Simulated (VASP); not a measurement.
Input:

```
Mo
1.0
   -1.57782     1.57782     1.57782
    1.57782    -1.57782     1.57782
    1.57782     1.57782    -1.57782
Mo
1
Direct
  0.00000   0.00000   0.00000
```

Method: r2SCAN meta-GGA, VASP's PBE PAW potentials (set 64) (plane waves; VASP). Run with PREC = Normal, EDIFF = 1E-5, 400 eV cut-off, 18×18×18 Γ-centred mesh, first-order Methfessel-Paxton smearing of 0.10 eV, potentials Mo_sv.

### Question
Estimate the energy per atom (σ→0), pressure, band gap (on the k-mesh) with the smallest direct gap where there is one.

### Answer

| Property | Value |
|---|---|
| band gap (on the k-mesh) | none (metal, semimetal or under 0.01 eV) |
| energy per atom (σ→0) | -26.077 eV/atom |
| pressure | -2.05 GPa |

The absolute energy has meaning only against runs of the same code, potentials and settings.

The compound is Mo in the bcc structure. It was relaxed first.
